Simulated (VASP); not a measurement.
```
CELL_PARAMETERS angstrom
      0.00000     2.40822     2.40822
      2.40822     0.00000     2.40822
      2.40822     2.40822     0.00000
ATOMIC_POSITIONS crystal
  B  0.00000 0.00000 0.00000
  As 0.25000 0.25000 0.25000
```

All values below come from PBE GGA, VASP's PBE PAW potentials (set 64) (plane waves; VASP 6.6.1). Settings: 520 eV cut-off, 17×17×17 Γ-centred mesh, Gaussian smearing of 0.010 eV, potentials B As.

Question: Give the direction-averaged independent-particle dielectric function (no local fields, no excitons; a broadening of 0.1 eV leaves a tail below the gap, and fine structure carries the noise of the k-mesh).

Answer: 
```csv
ħω (eV),ε₁,ε₂
0.00,10.16,0.00
0.40,10.21,0.03
0.90,10.43,0.06
1.40,10.86,0.11
1.90,11.57,0.18
2.40,12.73,0.30
2.90,14.86,0.63
3.40,19.30,3.93
3.80,19.63,7.48
4.30,17.61,13.71
4.80,16.00,18.38
5.30,15.90,26.31
5.80,1.90,25.90
6.30,-8.08,12.28
6.80,-4.21,10.19
7.30,-8.16,12.27
7.70,-7.71,5.17
8.20,-5.90,5.08
8.70,-4.36,3.41
9.20,-4.71,3.51
9.70,-3.43,2.74
10.20,-3.11,1.83
10.70,-2.24,1.91
11.20,-2.17,1.68
```
ε₂ peaks at 5.4 eV (height 33.3), 5.9 eV (height 30.4); ε₁(0) averages 10.16, so the electronic refractive index below the gap tends to √10.16 = 3.19.

The compound is BAs in the zinc blende structure. It was relaxed first.
